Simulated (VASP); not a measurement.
Data:

```
CELL_PARAMETERS angstrom
      8.75833     0.00000     0.00000
      0.00000     8.75833     0.00000
      0.00000     0.00000     8.75833
ATOMIC_POSITIONS crystal
  Si 0.50000 0.00000 0.00000
  Si 0.75000 0.25000 0.00000
  Si 0.75000 0.00000 0.25000
  Si 0.00000 0.00000 0.00000
  Si 0.25000 0.25000 0.00000
  Si 0.50000 0.50000 0.00000
  Si 0.75000 0.75000 0.00000
  Si 0.25000 0.00000 0.25000
  Si 0.50000 0.25000 0.25000
  Si 0.75000 0.50000 0.25000
  Si 0.50000 0.00000 0.50000
  Si 0.75000 0.25000 0.50000
  Si 0.75000 0.00000 0.75000
  Si 0.00000 0.50000 0.00000
  Si 0.25000 0.75000 0.00000
  Si 0.00000 0.25000 0.25000
  Si 0.25000 0.50000 0.25000
  Si 0.50000 0.75000 0.25000
  Si 0.00000 0.00000 0.50000
  Si 0.25000 0.25000 0.50000
  Si 0.50000 0.50000 0.50000
  Si 0.75000 0.75000 0.50000
  Si 0.25000 0.00000 0.75000
  Si 0.50000 0.25000 0.75000
  Si 0.75000 0.50000 0.75000
  Si 0.00000 0.75000 0.25000
  Si 0.00000 0.50000 0.50000
  Si 0.25000 0.75000 0.50000
  Si 0.00000 0.25000 0.75000
  Si 0.25000 0.50000 0.75000
  Si 0.50000 0.75000 0.75000
  Si 0.00000 0.75000 0.75000
  C  0.62500 0.12500 0.12500
  C  0.87500 0.37500 0.12500
  C  0.87500 0.12500 0.37500
  C  0.12500 0.12500 0.12500
  C  0.37500 0.37500 0.12500
  C  0.62500 0.62500 0.12500
  C  0.87500 0.87500 0.12500
  C  0.37500 0.12500 0.37500
  C  0.62500 0.37500 0.37500
  C  0.87500 0.62500 0.37500
  C  0.62500 0.12500 0.62500
  C  0.87500 0.37500 0.62500
  C  0.87500 0.12500 0.87500
  C  0.12500 0.62500 0.12500
  C  0.37500 0.87500 0.12500
  C  0.12500 0.37500 0.37500
  C  0.37500 0.62500 0.37500
  C  0.62500 0.87500 0.37500
  C  0.12500 0.12500 0.62500
  C  0.37500 0.37500 0.62500
  C  0.62500 0.62500 0.62500
  C  0.87500 0.87500 0.62500
  C  0.37500 0.12500 0.87500
  C  0.62500 0.37500 0.87500
  C  0.87500 0.62500 0.87500
  C  0.12500 0.87500 0.37500
  C  0.12500 0.62500 0.62500
  C  0.37500 0.87500 0.62500
  C  0.12500 0.37500 0.87500
  C  0.37500 0.62500 0.87500
  C  0.62500 0.87500 0.87500
  C  0.12500 0.87500 0.87500
```

The numbers are results of PBE GGA, VASP's PBE PAW potentials (set 64) (plane waves; VASP 6.6.1), not measurements. Numerical set-up: PREC = Normal, LREAL = Auto, 400 eV cut-off, 1×1×1 Γ-centred mesh, Gaussian smearing of 0.050 eV, potentials Si C.

The supercell is sampled at Γ alone, which is coarse: total energies, pressure and levels can be off, energies of defects by several tenths of an eV.

### Question
What does the run give for the energy per atom (σ→0)?

### Answer

```
Item                            Value
---------------------  --------------
energy per atom (σ→0)  -7.468 eV/atom
```

Only differences to runs with the same potentials and settings are physical.

The cell is a supercell, built from SiC (zinc blende).
